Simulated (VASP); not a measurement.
**BiS in VASP: the effect of target pressure**

Crystal: BiS.

```
Bi S
1.0
     2.10927    1.21779    3.50049
    -2.10927    1.21779    3.50049
     0.00000   -2.43558    3.50049
Bi S
1 1
Cartesian
  0.0000 0.0000 0.0000
  0.0000 0.0000 5.2507
```

The cell was built by a generator and needn't be a form met in nature.

Alike in all runs:

- Program: VASP 6.6.1
- Task: relaxation of cell and atoms
- Functional: PBE
- Potentials or basis: VASP PAW PBE potentials, release 64 (Bi_d, S)
- Cutoff: 600 eV
- k mesh: 8 × 8 × 8
- Occupations: fermi-dirac, width 0.05 eV
- Spin: no spin polarisation

Each run relaxes the cell or the atoms first.

```tsv
target pressure	target pressure	relaxed volume (Å³/atom)
0 GPa	-	25.23
2 GPa	2 GPa	24.46
5 GPa	5 GPa	23.45
10 GPa	10 GPa	?
20 GPa	20 GPa	20.34
30 GPa	30 GPa	19.08
```

What does the run with target pressure 10 GPa give?

Relaxed volume 22.15 Å³/atom.

Worked out: In Murnaghan's law V^(-B') rises as a straight line in P. The other rows fit best with B' = 3.9, V0 = 25.23 Å³/atom and B0 = 59 GPa, which gives 22.16 Å³/atom at 10 GPa, against the run's 22.15.

Caveats: the cell is relaxed towards a set pressure, so the enthalpy falls and the energy may rise (some runs); the volume moved by over 15 % at a fixed basis, so the end points are rough (some runs).
